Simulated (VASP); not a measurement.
Input:

```
CELL_PARAMETERS angstrom
      5.70866     0.00000     0.00000
     -2.85433     4.94384     0.00000
      0.00000     0.00000     3.39376
ATOMIC_POSITIONS crystal
  Tl 0.00000 0.00000 0.00000
  Bi 0.66667 0.33333 0.50000
  Bi 0.33333 0.66667 0.50000
```

Level of theory: LDA (Ceperley-Alder, Perdew-Zunger), VASP's LDA PAW potentials (set 64) (plane waves; VASP). Run with 300 eV cut-off, 6×6×8 Γ-centred mesh, Gaussian smearing of 0.14 eV, potentials Tl_d Bi_d.

At this cut-off the stress carries a Pulay error, which pulls relaxed volumes low. Energy and stress use the plane-wave basis of the starting cell.

Question: The ions, cell shape and volume are relaxed. Predict the relaxed structure.

Answer: 
```
CELL_PARAMETERS angstrom
      5.54652     0.00000     0.00000
     -2.77326     4.80343     0.00000
      0.00000     0.00000     3.29876
ATOMIC_POSITIONS crystal
  Tl 0.00000 0.00000 0.00000
  Bi 0.66667 0.33333 0.50000
  Bi 0.33333 0.66667 0.50000
```
Space group P6/mmm (191), at a tolerance of 0.03 Å.

Question: How do energy and volume change from the first to the last step?

Answer: The energy (σ→0) changes by -33.5 meV/atom and the volume by -8.2 %, in 10 ionic steps.

```csv
step,E(σ→0) (eV),max force (eV/Å),pressure (GPa),volume (Å³)
1,-12.0432,0.000,-3.69,95.78
2,-12.1359,0.000,1.33,85.94
3,-12.1434,0.000,-0.06,87.92
4,-12.1434,0.000,0.09,87.76
5,-12.1436,0.000,-0.04,87.97
6,-12.1436,0.000,-0.05,87.95
7,-12.1436,0.000,-0.05,87.94
8,-12.1436,0.000,-0.03,87.93
9,-12.1436,0.000,-0.02,87.93
10,-12.1437,0.000,0.00,87.89
```

The structure comes from a computed database's TlBi2 entry (P6/mmm); how it stands against other phases isn't given here. This run relaxes it. Symmetry was kept, so distortions that lower it aren't found. The run is one of a series of settings (EDIFFG = -0.01, IBRION = 2, ISIF = 3, NSW = 50 against the base run), some of them coarse on purpose. The electron count is odd and the run is not spin-polarised, which forces a metal.
